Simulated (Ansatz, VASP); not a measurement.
# HF (liquid hydrogen fluoride at 273 K): VASP beside Ansatz

Wanted: the spread between two codes on one cell, functional and k mesh. Of the first pair: The structure shown is the start of the Ansatz relaxation below; VASP solves that cell, so the two are compared at the walk's first step.

Method: plane waves, with VASP 6.6.1 beside it; revPBE, in Ansatz 0.2.0.

**1. The starting structure**

The cell holds 184 atoms: 92 F and 92 H. Its edges and angles: a = 14.503 Å, b = 14.503 Å, c = 14.503 Å, α = 90.0°, β = 90.0°, γ = 90.0°. As first built, before any earlier steps moved the atoms or strained the cell (in the runner's words): 92 hydrogen fluoride placed at random, at 1 g/cm^3; overlaps pushed apart, then 10 ps at 373 K with a harmonic two-site HF with charges of 0.5 e and a 12-6 site on F. Snapshot after 20 ps at 273 K and fixed volume. The density is a measured one.

**2. Ansatz: relaxation, revPBE**

Ansatz runs on its default PAW (the set named soft_2) files.

The two programs are compared at the cell with which this relaxation starts, whose forces are those of its first step.

Input file input.yaml:

```yaml
crystal:
  lattice:
    - [14.50261, 0.0, 0.0]
    - [0.0, 14.50261, 0.0]
    - [0.0, 0.0, 14.50261]
  atoms:
    - { symbol: F, position: [0.80127, 0.00017, 0.12631] }
    - { symbol: H, position: [0.8459, 0.96103, 0.15665] }
    - { symbol: F, position: [0.84768, 0.3987, 0.84057] }
    - { symbol: H, position: [0.79385, 0.38779, 0.80546] }
    - { symbol: F, position: [0.87646, 0.2871, 0.11894] }
    - { symbol: H, position: [0.85006, 0.26457, 0.06308] }
    - { symbol: F, position: [0.20951, 0.37896, 0.46979] }
    - { symbol: H, position: [0.17396, 0.40965, 0.51912] }
    - { symbol: F, position: [0.8346, 0.53189, 0.61363] }
    - { symbol: H, position: [0.77714, 0.5389, 0.64652] }
    - { symbol: F, position: [0.14712, 0.77547, 0.37517] }
    - { symbol: H, position: [0.11824, 0.7789, 0.31734] }
    - { symbol: F, position: [0.17801, 0.40374, 0.21374] }
    - { symbol: H, position: [0.20585, 0.4539, 0.17805] }
    - { symbol: F, position: [0.41687, 0.98626, 0.12708] }
    - { symbol: H, position: [0.3982, 0.92723, 0.14531] }
    - { symbol: F, position: [0.71026, 0.56919, 0.69546] }
    - { symbol: H, position: [0.65099, 0.56653, 0.72527] }
    - { symbol: F, position: [0.55135, 0.37363, 0.74601] }
    - { symbol: H, position: [0.49713, 0.34324, 0.77282] }
    - { symbol: F, position: [0.28552, 0.19188, 0.09561] }
    - { symbol: H, position: [0.28339, 0.16601, 0.15643] }
    - { symbol: F, position: [0.31504, 0.85102, 0.60784] }
    - { symbol: H, position: [0.36042, 0.84609, 0.65254] }
    - { symbol: F, position: [0.53324, 0.76089, 0.09123] }
    - { symbol: H, position: [0.52491, 0.7157, 0.13837] }
    - { symbol: F, position: [0.03166, 0.96703, 0.29759] }
    - { symbol: H, position: [0.04727, 0.03085, 0.30193] }
    - { symbol: F, position: [0.99573, 0.4923, 0.65101] }
    - { symbol: H, position: [0.931, 0.51438, 0.64153] }
[... 148 atom lines left out ...]
    - { symbol: F, position: [0.85386, 0.16207, 0.83011] }
    - { symbol: H, position: [0.86922, 0.11324, 0.786] }
    - { symbol: F, position: [0.19785, 0.49793, 0.80846] }
    - { symbol: H, position: [0.2126, 0.43627, 0.78434] }
    - { symbol: F, position: [0.09647, 0.56555, 0.3513] }
    - { symbol: H, position: [0.04284, 0.55153, 0.31666] }
kpoints:
  mp_grid: { grid: [1, 1, 1] }
hamiltonian:
  xc: revpbe
scf:
  occupations: { method: fixed }
output:
  forces: true
relax:
  f_tol: 0.03
  max_steps: 200
```

On the command line:

```console
ansatz run input.yaml --threads 4 --pin off --max-ram 8192MiB --backend cpu --events-out ev --progress --plain --runs-dir out
```

Numbers of over 12 decimals in the logs are rounded to 6 here.

What it wrote:

```text
Engine: ansatz 0.2.0, x86_64-unknown-linux-gnu
Pseudopotentials: kind: paw
Pseudopotential: F, paw, valence charge 7, recommended cutoff 420 eV (normal), F.paw.azcp
Pseudopotential: H, paw, valence charge 1, recommended cutoff 420 eV (normal), H.paw.azcp
Functional definition: revPBE
  parameter kappa = 1.245
  parameter beta = 0.066725
  exchange = pbe_x(kappa = kappa, mu = beta*pi^2/3)
  correlation = pbe_c(beta = beta)
Crystal: 184 atoms, lattice volume = 3050.272 Å³
Basis set: ecut = 420 eV, 59757 PW (Γ), exchange–correlation on 200×200×200 points (8 copies of the dense FFT grid, shifted against one another)
Bands: 552, of which v1, the nominal top of the filled ones, is band 368 counted from 1 (367 counted from 0)
Symmetry: 1 space group operations
Space group: P1 (ITA 1), of the structure as read, at distance tolerance 1.5e-4 Å
k-points: 1
Non-local potential: F, projectors of the file, l = 0: 2, l = 1: 2, l = 2: 1
Non-local potential: H, projectors of the file, l = 0: 2, l = 1: 1
PAW form: soft (Blöchl's): semilocal exchange-correlation on the pseudo side does not see the compensation charge
PAW frozen core: F, regenerated for the run's functional, and the local potential with it (the file was generated under x = pbe(κ = 0.804, μ = 0.219515), c = pbe(β = 0.066725))
PAW one-centre angular grid: F, 110 points (default); XC on 64 Gauss nodes
PAW one-centre angular grid: H, 110 points (default); XC on 64 Gauss nodes
Initial density: superposition of atomic densities (neutral atoms: chi_scale 0, normalization atom), corrected by the library's trained network
Initial wavefunctions: pseudopotential atomic-orbital guess
Functional: x = revpbe(κ = 1.245, μ = 0.219515), c = pbe(β = 0.066725)
SCF iter   1: F=—  HF=-75995.386968 eV  |F-HF|=—  |Δ(HF+E_count)|=         —  Δρ=5.06e-3  dr2=7.05e-1  ethr=1.77e-3  ⟨swp⟩=5.0  Hψ=1962  notcnv=0  defer=178
preconditioner: auto → Resta (q_TF=auto, 2.153 Å⁻¹)  ε∞=1.8  [insulator: Δε(μ)=7.504 eV  Ē_g=20.354 eV  n_scr=484 (ndim 8)  ℏωp=18.2 eV  f_vac=0.504  ε∞_Penn≈1.8]
SCF iter   2: F=—  HF=-75995.238772 eV  |F-HF|=—  |Δ(HF+E_count)|=   1.48e-1  Δρ=2.42e-3  dr2=1.27e-1  ethr=9.57e-5  ⟨swp⟩=2.0  Hψ=933  notcnv=0  defer=179
SCF iter   3: F=—  HF=-75995.217963 eV  |F-HF|=—  |Δ(HF+E_count)|=   2.08e-2  Δρ=6.98e-4  dr2=2.61e-2  ethr=1.73e-5  ⟨swp⟩=3.0  Hψ=658  notcnv=0  defer=113
automatic band count: iteration 3 solves 483 bands in place of 552: the levels show a gap, and the empty bands left out lie too high to hold charge; the band table lists the bands solved (type scf.n_extra_bands for more)
SCF iter   4: F=—  HF=-75995.198130 eV  |F-HF|=—  |Δ(HF+E_count)|=   1.98e-2  Δρ=2.13e-4  dr2=1.29e-3  ethr=3.55e-6  ⟨swp⟩=3.0  Hψ=657  notcnv=0  defer=113
SCF iter   5: F=—  HF=-75995.190287 eV  |F-HF|=—  |Δ(HF+E_count)|=   7.84e-3  Δρ=1.27e-4  dr2=3.06e-4  ethr=1.76e-7  ⟨swp⟩=3.0  Hψ=806  notcnv=0  defer=113
SCF iter   6: F=—  HF=-75995.189994 eV  |F-HF|=—  |Δ(HF+E_count)|=   2.93e-4  Δρ=3.52e-5  dr2=2.76e-5  ethr=4.15e-8  ⟨swp⟩=3.0  Hψ=758  notcnv=0  defer=112
SCF iter   7: F=-75995.189922 eV  HF=-75995.189925 eV  |F-HF|=2.89e-6  |Δ(HF+E_count)|=   6.90e-5  Δρ=6.97e-6  dr2=1.68e-6  ethr=3.06e-9  ⟨swp⟩=4.0  Hψ=1450  notcnv=0
SCF 1 converged in 7 iterations: F = -75995.189922 eV  dr2 = 1.68e-6
  greatest PAW one-centre occupation: 0.932 electrons in one spin orbital (limit 2), on the F atom at site 26 (counted from 0), in its partial waves of l = 0
relax step   1: F+E_penalty+E_count = -75995.18992170 eV  Δ(F+E_penalty+E_count) = +0.000e0 eV  max|allowed force component| = 2.510e0 eV/Å  Δτ_max = 0.0000 Å  (7 SCF iters, dr2 threshold 2.25e-5 eV, accepted)
Initial density: handed on by an earlier stage of this run
Initial wavefunctions: those handed on with the density
iter 1 solved again at ethr=2.37e-4 eV; its pass at ethr=3.10e-3 eV (dr2=1.75e0 eV) is discarded
SCF iter   1: F=—  HF=-76001.030984 eV  |F-HF|=—  |Δ(HF+E_count)|=         —  Δρ=1.62e-2  dr2=1.76e0  ethr=2.37e-4  ⟨swp⟩=1.0  Hψ=1751  notcnv=0  defer=108
automatic band count: iteration 1 solves 483 bands in place of 552: the levels show a gap, and the empty bands left out lie too high to hold charge; the band table lists the bands solved (type scf.n_extra_bands for more)
preconditioner: auto → Resta (q_TF=auto, 2.153 Å⁻¹)  ε∞=2.0  [insulator: Δε(μ)=7.292 eV  Ē_g=18.452 eV  n_scr=484 (ndim 8)  ℏωp=18.2 eV  f_vac=0.507  ε∞_Penn≈2.0  vacuum switching on, ρ_ref=2.5e-2 e/Å³]
SCF iter   2: F=—  HF=-76000.888797 eV  |F-HF|=—  |Δ(HF+E_count)|=   1.42e-1  Δρ=7.58e-3  dr2=3.15e-1  ethr=2.37e-4  ⟨swp⟩=2.0  Hψ=658  notcnv=0  defer=111
SCF iter   3: F=—  HF=-76000.970008 eV  |F-HF|=—  |Δ(HF+E_count)|=   8.12e-2  Δρ=1.67e-3  dr2=3.01e-2  ethr=4.29e-5  ⟨swp⟩=3.0  Hψ=708  notcnv=0  defer=113
[...]
- { symbol: H, position: [0.517902, 0.652921, 0.367651] }
    - { symbol: F, position: [0.586172, 0.223440, 0.199128] }
    - { symbol: H, position: [0.558782, 0.167528, 0.173527] }
    - { symbol: F, position: [0.816289, 0.173984, 0.905891] }
    - { symbol: H, position: [0.835479, 0.187698, 0.842971] }
    - { symbol: F, position: [0.856109, 0.907335, 0.216018] }
    - { symbol: H, position: [0.879712, 0.945717, 0.266291] }
    - { symbol: F, position: [0.504736, 0.851509, 0.303700] }
    - { symbol: H, position: [0.504478, 0.784046, 0.305711] }
    - { symbol: F, position: [0.064480, 0.100610, 0.683752] }
    - { symbol: H, position: [0.105972, 0.091912, 0.631434] }
    - { symbol: F, position: [0.354546, 0.277361, 0.751526] }
    - { symbol: H, position: [0.335265, 0.213227, 0.744668] }
    - { symbol: F, position: [0.606027, 0.365298, 0.591528] }
    - { symbol: H, position: [0.589100, 0.301510, 0.605825] }
    - { symbol: F, position: [0.274911, 0.413821, 0.411987] }
    - { symbol: H, position: [0.216965, 0.380577, 0.420406] }
    - { symbol: F, position: [0.168681, 0.394379, 0.041538] }
    - { symbol: H, position: [0.232124, 0.407864, 0.023764] }
    - { symbol: F, position: [0.067593, 0.169898, 0.189687] }
    - { symbol: H, position: [0.101938, 0.227974, 0.190881] }
    - { symbol: F, position: [0.661259, 0.336764, 1.094214] }
    - { symbol: H, position: [0.629618, 0.291720, 1.132993] }
    - { symbol: F, position: [0.344960, 0.842410, 0.839268] }
    - { symbol: H, position: [0.383517, 0.805568, -0.119089] }
    - { symbol: F, position: [0.164679, 0.074641, 0.546872] }
    - { symbol: H, position: [0.216421, 0.115594, 0.534730] }
    - { symbol: F, position: [0.836471, 0.557034, 1.011596] }
    - { symbol: H, position: [0.811549, 0.547852, 0.949698] }
    - { symbol: F, position: [0.273146, 0.048866, 0.224467] }
    - { symbol: H, position: [0.274305, -0.00530509, 0.264587] }
    - { symbol: F, position: [0.904921, 0.926916, 0.830792] }
    - { symbol: H, position: [0.966809, 0.912609, 0.853304] }
    - { symbol: F, position: [0.544860, 1.038928, 0.479385] }
    - { symbol: H, position: [0.597228, 1.018834, 0.442050] }
    - { symbol: F, position: [0.224008, 0.640496, 0.938120] }
    - { symbol: H, position: [0.244341, 0.606413, 0.883598] }
    - { symbol: F, position: [0.483498, 0.248622, 0.980848] }
    - { symbol: H, position: [0.421830, 0.221652, 0.979896] }
    - { symbol: F, position: [0.805385, 0.114356, 0.612948] }
    - { symbol: H, position: [0.785320, 0.146063, 0.557211] }
    - { symbol: F, position: [0.932619, 0.836066, 0.588147] }
    - { symbol: H, position: [-0.025746, 0.795419, 0.622068] }
    - { symbol: F, position: [0.691441, 0.993192, 0.993112] }
    - { symbol: H, position: [0.753474, 0.985391, 0.018453] }
    - { symbol: F, position: [0.066399, 0.072333, 0.329990] }
    - { symbol: H, position: [0.069854, 0.112539, 0.275953] }
    - { symbol: F, position: [0.542498, 0.611132, 0.460846] }
[...]
- { symbol: F, position: [0.046084, 0.352549, 0.581007] }
    - { symbol: H, position: [-0.020574, 0.361997, 0.576964] }
    - { symbol: F, position: [0.580626, 0.894836, 0.645575] }
    - { symbol: H, position: [0.605895, 0.854821, 0.693461] }
    - { symbol: F, position: [0.511839, 0.082497, 0.135235] }
    - { symbol: H, position: [0.538335, 0.021778, 0.148079] }
    - { symbol: F, position: [0.055127, 0.812369, 0.290646] }
    - { symbol: H, position: [0.024351, 0.766382, 0.252363] }
    - { symbol: F, position: [0.677832, 0.419169, 0.338540] }
    - { symbol: H, position: [0.616479, 0.424573, 0.311622] }
    - { symbol: F, position: [0.865620, 0.208259, 0.744293] }
    - { symbol: H, position: [0.841812, 0.171601, 0.693219] }
    - { symbol: F, position: [0.281670, 0.558699, 0.799648] }
    - { symbol: H, position: [0.263777, 0.495078, 0.786860] }
    - { symbol: F, position: [0.091254, 0.540843, 0.321354] }
    - { symbol: H, position: [0.037141, 0.508032, 0.297936] }
```

Reading the cycles: dr2 is the Hartree energy of the density residual (eV), the measure of convergence; HF is the Harris–Foulkes estimate of the energy, which meets the free energy F at convergence.

**3. VASP: single point, revPBE, start cell, pair 1**

The same cell, functional and mesh now go to VASP, with its own data sets.

Lines of VASP's logs that name or quote its potential files are left out, and so is its time.

Input file INCAR:

```
SYSTEM = HF
PREC = Accurate
ENCUT = 520
EDIFF = 1E-06
NELM = 120
ISMEAR = 0
SIGMA = 0.01
LREAL = Auto
ALGO = Normal
GGA = RE
NBANDS = 496
LORBIT = 11
LWAVE = .FALSE.
LCHARG = .FALSE.
ISIF = 2
LASPH = .TRUE.
GGA_COMPAT = .FALSE.
EFERMI = MIDGAP
```

Input file POSCAR:

```
HF
1.0
   14.5026100000      0.0000000000      0.0000000000
    0.0000000000     14.5026100000      0.0000000000
    0.0000000000      0.0000000000     14.5026100000
F H
92 92
Direct
    0.8012695646      0.0001723828      0.1263082990
    0.8476819000      0.3987006477      0.8405728348
    0.8764629263      0.2871000461      0.1189372120
    0.2095071163      0.3789593735      0.4697912996
    0.8346014959      0.5318904666      0.6136274781
    0.1471183463      0.7754673124      0.3751669527
    0.1780093376      0.4037411197      0.2137408370
    0.4168697910      0.9862569565      0.1270805738
    0.7102583604      0.5691872015      0.6954610239
    0.5513490330      0.3736292985      0.7460105457
    0.2855210200      0.1918827025      0.0956103763
    0.3150398446      0.8510192303      0.6078423125
    0.5332419475      0.7608906259      0.0912318541
    0.0316632661      0.9670328306      0.2975878135
    0.9957311132      0.4922975933      0.6510069567
    0.6037327074      0.1451118109      0.7412183048
    0.3262929914      0.2541611475      0.9564278430
    0.8529223360      0.0916800493      0.5498113788
    0.8991622887      0.2268281365      0.2576432794
    0.1755683977      0.7761775294      0.9709769483
    0.5878665978      0.2349301264      0.6161028946
    0.2612081549      0.5460879111      0.3510816329
    0.4495328772      0.5231127363      0.8984175952
    0.8357392221      0.4838784191      0.1905519076
    0.9631714567      0.5301597437      0.2779292831
    0.5992576509      0.4955866565      0.9387965339
    0.4445406723      0.6559371037      0.7182086535
    0.2529268870      0.7426594248      0.4836095020
    0.3275134614      0.6875589980      0.6092696418
    0.5903902815      0.8061307585      0.2917612761
[... 148 atom lines left out ...]
    0.4501879317      0.0776825689      0.1204817616
    0.0506598467      0.7348470379      0.1805468119
    0.6151375511      0.4102020257      0.1586128290
    0.8692228502      0.1132416855      0.7860033470
    0.2126031108      0.4362731950      0.7843415771
    0.0428405646      0.5515283111      0.3166602425
```

Input file KPOINTS:

```
Automatic mesh
0
Gamma
1 1 1
0 0 0
```

Potentials, in the order of the species: F and H (PBE family, release 64).

On the command line:

```console
export OMP_NUM_THREADS=3
mpirun -np 1 vasp_gam
```

What it wrote:

```text
[banner, memory and clock lines left out]
running    1 mpi-ranks, on    1 nodes
[...]
Offloading initialized ...    1 GPUs detected
[...]
|                                                                             |
|               ----> ADVICE to this user running VASP <----                  |
|                                                                             |
|     You enforced a specific xc type in the INCAR file but a different       |
|     [... a line on the potential file left out ...]
|     I HOPE YOU KNOW WHAT YOU ARE DOING!                                     |
|                                                                             |

 LDA part: xc-table for (Slater+PW92), standard interpolation
 POSCAR, INCAR and KPOINTS ok, starting setup
[...]
entering main loop
       N       E                     dE             d eps       ncg     rms          rms(c)
DAV:   1     0.685296307356E+04    0.68530E+04   -0.42381E+05  1120   0.137E+03
DAV:   2    -0.107749258575E+03   -0.69607E+04   -0.67395E+04  1192   0.353E+02
DAV:   3    -0.768285464643E+03   -0.66054E+03   -0.65731E+03  1160   0.114E+02
DAV:   4    -0.778137763099E+03   -0.98523E+01   -0.98299E+01  1144   0.158E+01
[...]
DAV:  20    -0.733250876413E+03   -0.49484E-05   -0.37057E-06  1008   0.458E-03    0.361E-03
DAV:  21    -0.733250878285E+03   -0.18721E-05   -0.56125E-07   752   0.329E-03    0.280E-03
DAV:  22    -0.733250878955E+03   -0.66984E-06   -0.13281E-06   736   0.359E-03
   1 F= -.73325088E+03 E0= -.73325088E+03  d E =0.000000E+00
```

Parts of OUTCAR (step 3):

```text
  FREE ENERGIE OF THE ION-ELECTRON SYSTEM (eV)
  ---------------------------------------------------
  free  energy   TOTEN  =      -733.2508789548 eV

  energy  without entropy=     -733.2508789548  energy(sigma->0) =     -733.25087895
```

The run ends at a pressure of 3.67 GPa, with forces up to 3.3 eV/Å.

[end of part 1 of 2]

[Lines on the potential files, build, host, timing and source positions are cut from VASP's logs without a mark.]

[Logs are printed without paths, hosts, clocks, repeated set-up lines and the standing remarks that a program may print on its own settings, such as how far it seeks lower states.]

[Hosts, paths, dates, database ids (printed as entryN), source tags and the programs' standing remarks are cut or masked in the printed files.]
